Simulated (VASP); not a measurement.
These are revPBE GGA, VASP's PBE PAW potentials (set 64) (plane waves; VASP) values and carry that method's errors.

VASP ran on this input.

**KPOINTS**
```
K-points
0
G
 7 7 7
0 0 0
```

INCAR:
```
! general
SYSTEM  = GaSb
PREC    = Accurate
ENCUT   = 520
LREAL   = F
LASPH   = T

! electronic loop
EDIFF   = 1E-6
NELM    = 100
ALGO    = Normal
LMAXMIX = 4

! smearing
ISMEAR  = 0
SIGMA   = 0.05

! functional
GGA     = RE

! ions
IBRION  = 2
NSW     = 60
ISIF    = 3
EDIFFG  = -0.01

! output
LWAVE   = F
LCHARG  = F
```

**POSCAR**
```
GaSb
1.0
  0.0000000000   3.0500000000   3.0500000000
  3.0500000000   0.0000000000   3.0500000000
  3.0500000000   3.0500000000   0.0000000000
Ga Sb
1 1
direct
  0.0000000000   0.0000000000   0.0000000000
  0.2500000000   0.2500000000   0.2500000000
```

POTCAR, in this order: Ga_d Sb (PBE.64 set). Program: vasp_std.

Output

File OSZICAR:
```
       N       E                     dE             d eps       ncg     rms          rms(c)
DAV:   1     0.787242555208E+02    0.78724E+02   -0.89007E+03   520   0.176E+03
DAV:   2    -0.126293870230E+01   -0.79987E+02   -0.78102E+02   600   0.311E+02
DAV:   3    -0.667162500013E+01   -0.54087E+01   -0.53908E+01   655   0.712E+01
DAV:   4    -0.676673658510E+01   -0.95112E-01   -0.95087E-01   571   0.106E+01
DAV:   5    -0.676955167518E+01   -0.28151E-02   -0.28151E-02   691   0.163E+00    0.329E+00
DAV:   6    -0.674007223913E+01    0.29479E-01   -0.67856E-02   785   0.465E+00    0.203E+00
DAV:   7    -0.673563759992E+01    0.44346E-02   -0.41919E-02   625   0.204E+00    0.340E-01
DAV:   8    -0.673777015889E+01   -0.21326E-02   -0.54280E-03   568   0.988E-01    0.783E-02
DAV:   9    -0.673875191403E+01   -0.98176E-03   -0.16348E-03   550   0.288E-01    0.446E-02
DAV:  10    -0.673878307580E+01   -0.31162E-04   -0.53968E-05   645   0.624E-02    0.133E-02
DAV:  11    -0.673883248019E+01   -0.49404E-04   -0.10607E-04   565   0.745E-02    0.352E-03
DAV:  12    -0.673883440462E+01   -0.19244E-05   -0.31325E-06   620   0.162E-02    0.164E-03
DAV:  13    -0.673883501954E+01   -0.61492E-06   -0.67566E-07   434   0.552E-03
   1 F= -.67388350E+01 E0= -.67388272E+01  d E =-.673884E+01
       N       E                     dE             d eps       ncg     rms          rms(c)
DAV:   1    -0.828728996921E+01   -0.15485E+01   -0.23255E+01   670   0.969E+01    0.681E+00
DAV:   2    -0.714437747878E+01    0.11429E+01   -0.18219E+00   615   0.240E+01    0.334E+00
DAV:   3    -0.682229202306E+01    0.32209E+00   -0.58267E-01   675   0.132E+01    0.526E-01
DAV:   4    -0.679475289407E+01    0.27539E-01   -0.58788E-02   620   0.419E+00    0.230E-01
DAV:   5    -0.679289634018E+01    0.18566E-02   -0.54302E-03   620   0.120E+00    0.105E-01
DAV:   6    -0.679232224497E+01    0.57410E-03   -0.30326E-03   610   0.106E+00    0.197E-02
DAV:   7    -0.679237341703E+01   -0.51172E-04   -0.22117E-04   655   0.227E-01    0.957E-03
DAV:   8    -0.679237327228E+01    0.14475E-06   -0.68834E-05   545   0.132E-01    0.440E-03
DAV:   9    -0.679237403682E+01   -0.76454E-06   -0.35804E-06   595   0.161E-02
   2 F= -.67923740E+01 E0= -.67922616E+01  d E =-.535390E-01
       N       E                     dE             d eps       ncg     rms          rms(c)
DAV:   1    -0.685058134025E+01   -0.58208E-01   -0.76443E-01   665   0.151E+01    0.136E+00
DAV:   2    -0.680723003849E+01    0.43351E-01   -0.90158E-02   640   0.604E+00    0.620E-01
DAV:   3    -0.679662237068E+01    0.10608E-01   -0.13239E-02   675   0.191E+00    0.143E-01
DAV:   4    -0.679551654303E+01    0.11058E-02   -0.13025E-03   573   0.522E-01    0.462E-02
DAV:   5    -0.679542786982E+01    0.88673E-04   -0.10277E-04   595   0.136E-01    0.119E-02
DAV:   6    -0.679542719037E+01    0.67945E-06   -0.12662E-05   630   0.608E-02    0.401E-03
DAV:   7    -0.679542790492E+01   -0.71455E-06   -0.21609E-06   511   0.120E-02
   3 F= -.67954279E+01 E0= -.67953155E+01  d E =-.565929E-01
       N       E                     dE             d eps       ncg     rms          rms(c)
DAV:   1    -0.679601081361E+01   -0.58362E-03   -0.83066E-03   675   0.161E+00    0.140E-01
DAV:   2    -0.679554547888E+01    0.46533E-03   -0.92432E-04   650   0.596E-01    0.650E-02
DAV:   3    -0.679542964969E+01    0.11583E-03   -0.15586E-04   675   0.211E-01    0.141E-02
DAV:   4    -0.679541872037E+01    0.10929E-04   -0.14804E-05   598   0.582E-02    0.471E-03
DAV:   5    -0.679541801068E+01    0.70969E-06   -0.97385E-07   320   0.138E-02
   4 F= -.67954180E+01 E0= -.67953056E+01  d E =-.565830E-01
       N       E                     dE             d eps       ncg     rms          rms(c)
DAV:   1    -0.679542153777E+01   -0.28174E-05   -0.17002E-05   640   0.708E-02    0.692E-03
DAV:   2    -0.679542038305E+01    0.11547E-05   -0.21706E-06   420   0.293E-02    0.325E-03
DAV:   3    -0.679542001575E+01    0.36731E-06   -0.36060E-07   260   0.104E-02
   5 F= -.67954200E+01 E0= -.67953076E+01  d E =-.200507E-05
```

### OUTCAR
```
------------------------ aborting loop because EDIFF is reached ----------------------------------------
  FORCE on cell =-STRESS in cart. coord.  units (eV):
  Direction    XX          YY          ZZ          XY          YZ          ZX
  --------------------------------------------------------------------------------------
  Total        0.0095318      0.0095318      0.0095318     -0.0000000      0.0000000      0.0000000
  in kB        0.2483925      0.2483925      0.2483925     -0.0000000      0.0000000      0.0000000
  external PRESSURE =       0.2483925 kB  Pullay stress =       0.0000000 kB
  volume of cell :       61.48
      direct lattice vectors                 reciprocal lattice vectors
     0.000000000  3.132600698  3.132600698    -0.159611788  0.159611788  0.159611788
     3.132600698  0.000000000  3.132600698     0.159611788 -0.159611788  0.159611788
     3.132600698  3.132600698  0.000000000     0.159611788  0.159611788 -0.159611788
  FREE ENERGIE OF THE ION-ELECTRON SYSTEM (eV)
  ---------------------------------------------------
  free  energy   TOTEN  =        -6.7954200157 eV

  energy  without entropy=       -6.7951951436  energy(sigma->0) =       -6.79530758

 reached required accuracy - stopping structural energy minimisation
```
(Selected blocks of OUTCAR.)

### CONTCAR
```
GaSb
   1.00000000000000
     0.0000000000000000    3.1326006978962413    3.1326006978962413
     3.1326006978962413    0.0000000000000000    3.1326006978962413
     3.1326006978962413    3.1326006978962413    0.0000000000000000
  Ga              Sb
     1     1
Direct
     0.0000000000000000    0.0000000000000000    0.0000000000000000
     0.2500000000000000    0.2500000000000000    0.2500000000000000
```

Energy and stress use the plane-wave basis of the starting cell.

The compound is GaSb in the zinc blende structure. This run relaxes it. Symmetry was kept, so distortions that lower it aren't found.
